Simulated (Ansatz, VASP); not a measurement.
Al3B2P in VASP and in Ansatz

```
CELL_PARAMETERS angstrom
3.42292 0.00000 0.00000
-1.71146 2.96433 0.00000
0.00000 0.00000 8.31169
ATOMIC_POSITIONS crystal
Al 0.33333 0.66667 0.15392
Al 0.66667 0.33333 0.84608
Al 0.00000 0.00000 0.50000
B 0.33333 0.66667 0.67351
B 0.66667 0.33333 0.32649
P 0.00000 0.00000 0.00000
```

Change from the starting cell: species swapped into the Mn2NiO3 type (P-3m1, No. 164).

Alike in both runs: task relaxation of cell and atoms; functional PBE; k mesh 6 × 6 × 2; occupations gaussian, width 0.1 eV; no spin polarisation.

```csv
,VASP,Ansatz
version,VASP 6.6.1,Ansatz 0.2.0
potentials or method,"VASP PAW PBE potentials, release 64 (Al, B, P)","scalar-relativistic, plane waves, PAW"
plane-wave cutoff (eV),600,420
valence electrons in the cell,20,20
```

Ansatz gave:

* gap on the k mesh at the Fermi level, each at its own relaxed structure (eV): none
* relaxed volume (Å³/atom): 12.96
* relaxed cell length with the largest relative difference (Å): 3.362
* energy change over the relaxation (meV/atom): -246

Problem. Estimate VASP's values.

Solution. gap on the k mesh at the Fermi level, each at its own relaxed structure (eV): none; relaxed volume (Å³/atom): 12.98; relaxed cell length with the largest relative difference (Å): 3.365; energy change over the relaxation (meV/atom): -245.

A gap of «none» marks a metal or a gap that the smearing closes.

Caveats: the k mesh is coarse (spacing up to 0.38 Å⁻¹), so the values aren't converged.
